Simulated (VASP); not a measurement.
Method: PBE GGA, VASP's PBE PAW potentials (set 64) (plane waves; VASP).

VASP ran on this input.

### POSCAR
```
TiCo
2.969640
  1.0000000860   0.0000000000   0.0000000000
  0.0000000000   1.0000000860   0.0000000000
  0.0000000000   0.0000000000   1.0000000860
Ti Co
1 1
Cart
  0.0000000000   0.0000000000   0.0000000000
  0.5000000430   0.5000000430   0.5000000430
```

**INCAR**
```
SYSTEM=TiCo
PREC=Accurate; ENCUT=520; LREAL=F
LASPH=T
EDIFF=1E-7; NELM=100; ALGO=Normal
LMAXMIX=4
ISMEAR=-5
GGA=PE
ISIF=2
LWAVE=F; LCHARG=T; LORBIT=11
NEDOS=601
```

File KPOINTS:
```
Regular mesh
0
gamma
  14 14 14
0 0 0
```

POTCAR, in this order: Ti_sv Co (PBE.64 set). Program: vasp_std.

The run wrote:

OSZICAR:
```
       N       E                     dE             d eps       ncg     rms          rms(c)
DAV:   1     0.152862308187E+03    0.15286E+03   -0.10574E+04  3360   0.189E+03
DAV:   2    -0.838628848775E+01   -0.16125E+03   -0.15875E+03  3402   0.410E+02
DAV:   3    -0.176539198792E+02   -0.92676E+01   -0.91960E+01  5430   0.108E+02
DAV:   4    -0.179327800375E+02   -0.27886E+00   -0.27716E+00  4058   0.153E+01
DAV:   5    -0.179429271599E+02   -0.10147E-01   -0.10155E-01  4962   0.277E+00    0.132E+01
DAV:   6    -0.160329227385E+02    0.19100E+01   -0.13149E+01  4262   0.554E+01    0.633E+00
DAV:   7    -0.186060533331E+02   -0.25731E+01   -0.28510E+01  5584   0.505E+01    0.236E+01
DAV:   8    -0.156194804782E+02    0.29866E+01   -0.17579E+01  5046   0.402E+01    0.171E+00
DAV:   9    -0.156526399753E+02   -0.33159E-01   -0.27105E-01  4368   0.519E+00    0.182E+00
DAV:  10    -0.156394286957E+02    0.13211E-01   -0.78161E-02  4952   0.353E+00    0.542E-01
DAV:  11    -0.156375205813E+02    0.19081E-02   -0.66485E-03  4410   0.896E-01    0.317E-01
DAV:  12    -0.156368155732E+02    0.70501E-03   -0.29598E-03  4836   0.487E-01    0.680E-02
DAV:  13    -0.156367887679E+02    0.26805E-04   -0.14310E-04  4272   0.113E-01    0.347E-02
DAV:  14    -0.156367959207E+02   -0.71528E-05   -0.55235E-05  5124   0.694E-02    0.584E-03
DAV:  15    -0.156367952051E+02    0.71568E-06   -0.17662E-06  3680   0.173E-02    0.129E-03
DAV:  16    -0.156367950452E+02    0.15983E-06   -0.66863E-08  2350   0.307E-03    0.628E-04
DAV:  17    -0.156367948460E+02    0.19927E-06   -0.29661E-08  1854   0.198E-03    0.120E-04
DAV:  18    -0.156367948622E+02   -0.16268E-07   -0.95044E-09  1818   0.136E-03
   1 F= -.15636795E+02 E0= -.15636795E+02  d E =0.000000E+00
```

### OUTCAR
```
------------------------ aborting loop because EDIFF is reached ----------------------------------------
  FORCE on cell =-STRESS in cart. coord.  units (eV):
  Direction    XX          YY          ZZ          XY          YZ          ZX
  --------------------------------------------------------------------------------------
  Total       -0.0250037     -0.0250037     -0.0250037      0.0000000     -0.0000000      0.0000000
  in kB       -1.5296906     -1.5296906     -1.5296906      0.0000000     -0.0000000      0.0000000
  external PRESSURE =      -1.5296906 kB  Pullay stress =       0.0000000 kB
  volume of cell :       26.19
      direct lattice vectors                 reciprocal lattice vectors
     2.969640255  0.000000000  0.000000000     0.336741125  0.000000000  0.000000000
     0.000000000  2.969640255  0.000000000     0.000000000  0.336741125  0.000000000
     0.000000000  0.000000000  2.969640255     0.000000000  0.000000000  0.336741125
 POSITION                                       TOTAL-FORCE (eV/Angst)
 -----------------------------------------------------------------------------------
      0.00000      0.00000      0.00000         0.000000      0.000000      0.000000
      1.48482      1.48482      1.48482         0.000000      0.000000      0.000000
 -----------------------------------------------------------------------------------
    total drift:                                0.000000      0.000000     -0.000000
  FREE ENERGIE OF THE ION-ELECTRON SYSTEM (eV)
  ---------------------------------------------------
  free  energy   TOTEN  =       -15.6367948622 eV

  energy  without entropy=      -15.6367948622  energy(sigma->0) =      -15.63679486

 total charge

# of ion       s       p       d       tot
------------------------------------------
    1        2.250   6.182   1.869  10.302
    2        0.526   0.451   7.359   8.336
--------------------------------------------------
tot          2.777   6.633   9.228  18.638
```
(Selected blocks of OUTCAR.)

File OUTCAR:
```
 val. band max:       10.1137070570   @ k =   0.4286   0.2857   0.2143

 cond. band min:      10.1128592616   @ k =   0.4286   0.4286   0.2143


 Fermi energy:        10.1340575114

 k-point     1 :       0.0000    0.0000    0.0000
  band No.  band energies     occupation
      1     -47.0614      2.00000
      2     -23.1473      2.00000
      3     -23.1473      2.00000
      4     -23.1473      2.00000
      5       2.3941      2.00000
      6       6.3000      2.00000
      7       6.3000      2.00000
      8       8.6471      2.00000
      9       8.6471      2.00000
     10       8.6471      2.00000
     11      10.9087      0.00000
     12      10.9087      0.00000
     13      12.8774      0.00000
     14      12.8774      0.00000

 k-point     2 :       0.0714    0.0000    0.0000
  band No.  band energies     occupation
      1     -47.0597      2.00000
      2     -23.1633      2.00000
      3     -23.1462      2.00000
      4     -23.1462      2.00000
      5       2.4971      2.00000
      6       6.3463      2.00000
      7       6.3477      2.00000
      8       8.6398      2.00000
      9       8.6398      2.00000
     10       8.6657      2.00000
     11      10.8554      0.00000
     12      10.9294      0.00000
     13      12.7343      0.00000
     14      12.7343      0.00000

 k-point     3 :       0.1429    0.0000    0.0000
  band No.  band energies     occupation
      1     -47.0550      2.00000
      2     -23.2079      2.00000
      3     -23.1429      2.00000
      4     -23.1429      2.00000
      5       2.8003      2.00000
      6       6.4782      2.00000
      7       6.4827      2.00000
      8       8.6210      2.00000
      9       8.6210      2.00000
     10       8.7191      2.00000
     11      10.6988      0.00000
     12      10.9794      0.00000
     13      12.3702      0.00000
     14      12.3702      0.00000

 k-point     4 :       0.2143    0.0000    0.0000
  band No.  band energies     occupation
...
```

For a metal the tetrahedron method with Blöchl corrections gives inexact stress and forces.

The compound is TiCo in the CsCl type structure. It was relaxed first. The run is not spin-polarised, so no magnetic state was tried. The electron count is odd and the run is not spin-polarised, which forces a metal.
